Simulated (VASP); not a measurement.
The input files of a VASP run:

### INCAR
```
SYSTEM  =  SrCl2
PREC  =  Accurate; ENCUT  =  520; LREAL  =  .FALSE.
LASPH  =  .TRUE.
EDIFF  =  1E-7; NELM  =  100; ALGO  =  Normal
LMAXMIX  =  4
ISMEAR  =  0; SIGMA  =  0.05
GGA  =  PE
ISIF  =  2
LWAVE  =  .FALSE.; LCHARG  =  .FALSE.
```

### POSCAR
```
SrCl2
1
    0.0000000000     3.4482965474     3.4482965474
    3.4482965474     0.0000000000     3.4482965474
    3.4482965474     3.4482965474     0.0000000000
Sr Cl
1 2
Direct
  0.0000000000   0.0000000000   0.0000000000
  0.2500000000   0.2500000000   0.2500000000
  0.7500000000   0.7500000000   0.7500000000
```

**KPOINTS**
```
Automatic
0
gamma
 6 6 6
0 0 0
```

POTCAR, in this order: Sr_sv Cl (PBE.64 set). Program: vasp_std.

Task: Translate this PBE calculation to Quantum ESPRESSO's pw.x.

Result: One equivalent input (not run):
```
&CONTROL
  calculation = 'scf'
  pseudo_dir = './pseudo'
  outdir = './out'
  tprnfor = .true.
  tstress = .true.
/
&SYSTEM
  ibrav = 0
  nat = 3
  ntyp = 2
  ecutwfc = 68
  occupations = 'smearing'
  smearing = 'gaussian'
  degauss = 0.003675
  input_dft = 'pbe'
/
&ELECTRONS
  conv_thr = 7.3e-09
  electron_maxstep = 100
/
ATOMIC_SPECIES
  Sr 87.620 Sr.upf
  Cl 35.450 Cl.upf
CELL_PARAMETERS angstrom
     0.0000000    3.4482965    3.4482965
     3.4482965    0.0000000    3.4482965
     3.4482965    3.4482965    0.0000000
ATOMIC_POSITIONS crystal
  Sr   0.0000000  0.0000000  0.0000000
  Cl   0.2500000  0.2500000  0.2500000
  Cl   0.7500000  0.7500000  0.7500000
K_POINTS automatic
  6 6 6 0 0 0
```
The two are equivalent in intent, not identical: the potentials are each code's own (VASP's PAW set, PseudoDojo norm-conserving files in pw.x), so ENCUT and ecutwfc are chosen apart and not converted; conv_thr bounds pw.x's estimated SCF error, while EDIFF bounds the energy change between steps.

The compound is SrCl2 in the fluorite structure. This cell is one point of a volume scan, at 0.94 of the reference volume.
